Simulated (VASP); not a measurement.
Here is the system:

```yaml
crystal:
  lattice:
    - [2.84585, 0.00000, 0.00000]
    - [0.00000, 2.84585, 0.00000]
    - [0.00000, 0.00000, 3.72850]
  atoms:
    - { symbol: Cu, position: [0.00000, 0.00000, 0.00000] }
    - { symbol: Au, position: [0.50000, 0.50000, 0.50000] }
```

Method: PW91 GGA, VASP's PBE PAW potentials (set 64) (plane waves; VASP). Run with 520 eV cut-off, Gaussian smearing of 0.050 eV, potentials Cu Au.

**Question.** Give the energies of bands 1 to 14 at the high-symmetry points, in eV from the Fermi level.

**Answer.** 
```json
[
 {"band": "1", "Γ": "-9.49", "X": "-6.52", "M": "-6.90", "Z": "-7.70", "R": "-6.75", "A": "-6.40"},
 {"band": "2", "Γ": "-6.43", "X": "-5.41", "M": "-5.67", "Z": "-6.19", "R": "-6.46", "A": "-5.59"},
 {"band": "3", "Γ": "-6.26", "X": "-5.22", "M": "-5.67", "Z": "-5.70", "R": "-4.42", "A": "-5.59"},
 {"band": "4", "Γ": "-4.02", "X": "-4.36", "M": "-5.46", "Z": "-3.71", "R": "-4.03", "A": "-3.41"},
 {"band": "5", "Γ": "-4.02", "X": "-4.05", "M": "-1.80", "Z": "-3.71", "R": "-4.02", "A": "-3.21"},
 {"band": "6", "Γ": "-3.02", "X": "-3.30", "M": "-1.77", "Z": "-3.68", "R": "-2.67", "A": "-3.11"},
 {"band": "7", "Γ": "-2.79", "X": "-2.97", "M": "-1.73", "Z": "-3.13", "R": "-1.92", "A": "-3.11"},
 {"band": "8", "Γ": "-2.16", "X": "-2.90", "M": "-1.67", "Z": "-2.80", "R": "-1.76", "A": "-2.14"},
 {"band": "9", "Γ": "-1.74", "X": "-2.39", "M": "-1.44", "Z": "-2.33", "R": "-1.64", "A": "-1.77"},
 {"band": "10", "Γ": "-1.53", "X": "-2.19", "M": "-1.44", "Z": "-2.31", "R": "-1.61", "A": "-1.67"},
 {"band": "11", "Γ": "-1.53", "X": "-0.92", "M": "0.70", "Z": "-2.31", "R": "-0.95", "A": "5.13"},
 {"band": "12", "Γ": "2.10", "X": "-0.29", "M": "0.70", "Z": "-1.99", "R": "-0.94", "A": "5.35"},
 {"band": "13", "Γ": "7.66", "X": "9.20", "M": "4.83", "Z": "14.17", "R": "2.43", "A": "5.35"},
 {"band": "14", "Γ": "9.79", "X": "9.25", "M": "6.49", "Z": "14.23", "R": "4.11", "A": "5.79"}
]
```

It has no gap at this level: it comes out as a metal or semimetal.

The compound is CuAu in the L1_0 structure. It was relaxed first.
